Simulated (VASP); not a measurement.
Input:

```yaml
crystal:
  lattice:
    - [0.00000, 3.30410, 3.30410]
    - [3.30410, 0.00000, 3.30410]
    - [3.30410, 3.30410, 0.00000]
  atoms:
    - { symbol: Cd, position: [0.00000, 0.00000, 0.00000] }
    - { symbol: Te, position: [0.25000, 0.25000, 0.25000] }
```

All values below come from PBE GGA, VASP's PBE PAW potentials (set 64) (plane waves; VASP). Run with 530 eV cut-off, 6×6×6 Γ-centred mesh, Gaussian smearing of 0.050 eV, potentials Cd Te.

Q: Give the elastic stiffness tensor with the ions relaxed (GPa, in the frame of the cell).

A: 
```csv
,xx,yy,zz,yz,xz,xy
xx,46.8,30.7,30.7,0.0,0.0,0.0
yy,30.7,46.8,30.7,0.0,0.0,0.0
zz,30.7,30.7,46.8,0.0,0.0,0.0
yz,0.0,0.0,0.0,18.5,0.0,0.0
xz,0.0,0.0,0.0,0.0,18.5,0.0
xy,0.0,0.0,0.0,0.0,0.0,18.5
```

Q: Estimate the Hill bulk modulus, Hill shear modulus, Young's modulus, Poisson's ratio.

A: 
| Quantity | Value |
|---|---|
| Hill bulk modulus | 36.1 GPa |
| Hill shear modulus | 13.3 GPa |
| Young's modulus | 354 kbar |
| Poisson's ratio | 0.336 |

Measured: C11 53.5 GPa (computed value off by -12.5 %), C12 36.7 GPa (computed value off by -16.4 %), C44 19.9 GPa (computed value off by -7.0 %), as given by xrayutilities, materials/predefined_materials.py. The calculation is for a static lattice, while the measured C11, C12, C44 hold thermal and zero-point effects, which are part of the difference.

The compound is CdTe in the zinc blende structure. It was relaxed first, which changed the volume by +6 %.
